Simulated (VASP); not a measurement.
```yaml
crystal:
  lattice:
    - [2.01500, -3.49008, 0.00000]
    - [2.01500, 3.49008, 0.00000]
    - [0.00000, 0.00000, 5.22000]
  atoms:
    - { symbol: Te, position: [0.33333, 0.66667, 0.25400] }
    - { symbol: Te, position: [0.66667, 0.33333, 0.74600] }
    - { symbol: Pt, position: [0.00000, 0.00000, 0.00000] }
```

The base run (VASP): PBE GGA, plane waves, VASP's PBE PAW potentials (set 64). Run with 400 eV cut-off, 8×8×6 Γ-centred mesh, first-order Methfessel-Paxton smearing of 0.10 eV, potentials Te Pt.

One setting is varied; ΔE counts from the most expensive setting. The base run took about 20 core-seconds. Costs are core time on shared hosts, one run each; read them as rough ratios.

Pressures at a finite cut-off, here 400 eV, hold a Pulay part, which wasn't tested here.

```tsv
setting	cost over the base run	electronic steps	ΔE (meV/atom)	pressure (GPa)
KGAMMA = .FALSE., KSPACING = 0.8, KPOINTS file removed	about 1/5	13	13.5	5.91
KGAMMA = .TRUE., KSPACING = 0.6, KPOINTS file removed	about 1/3	13	-24.0	5.64
KGAMMA = .TRUE., KSPACING = 0.5, KPOINTS file removed	about 1/3	13	-24.0	5.64
KGAMMA = .TRUE., KSPACING = 0.3, KPOINTS file removed	within a factor of 2	13	2.4	5.73
base run	reference	12	-1.0	5.59
KGAMMA = .TRUE., KSPACING = 0.16, KPOINTS file removed	about 3 times	13	0.0	5.60
```

Left out are runs that failed, have no time on record or changed the cell.

The compound is PtTe2 in the 1T layered structure. The cell was not relaxed at this level.
